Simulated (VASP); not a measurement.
```yaml
crystal:
  lattice:
    - [1.60500, -2.77994, 0.00000]
    - [1.60500, 2.77994, 0.00000]
    - [0.00000, 0.00000, 5.21000]
  atoms:
    - { symbol: Mg, position: [0.33333, 0.66667, 0.25000] }
    - { symbol: Mg, position: [0.66667, 0.33333, 0.75000] }
```

The base run (VASP): PBE GGA, plane waves, VASP's PBE PAW potentials (set 64). Run with 400 eV cut-off, 12×12×7 Γ-centred mesh, first-order Methfessel-Paxton smearing of 0.10 eV, potentials Mg.

One setting is varied; ΔE counts from the base run. The base run took about 5 core-seconds. Costs are core time on shared hosts, one run each; read them as rough ratios.

| setting | cost over the base run | electronic steps | ΔE (meV/atom) |
|---|---|---|---|
| AMIX = 1.0, BMIX = 0.0001, IMIX = 4 | within a factor of 2 | 10 | 0.0 |
| AMIX = 1.0, BMIX = 1.0, IMIX = 4 | within a factor of 2 | 10 | 0.0 |
| base run | reference | 10 | 0.0 |
| AMIX = 0.6, BMIX = 3.0, IMIX = 1 | about 2 times | 23 | 0.0 |
| AMIX = 0.2, BMIX = 0.0001, IMIX = 1 | about 2 times | 26 | 0.0 |
| AMIX = 0.1, BMIX = 0.0001, IMIX = 1 | about 4 times | 45 | 0.0 |

Left out are runs that failed, have no time on record or changed the cell.

The compound is Mg in the hcp structure. The cell was not relaxed at this level.
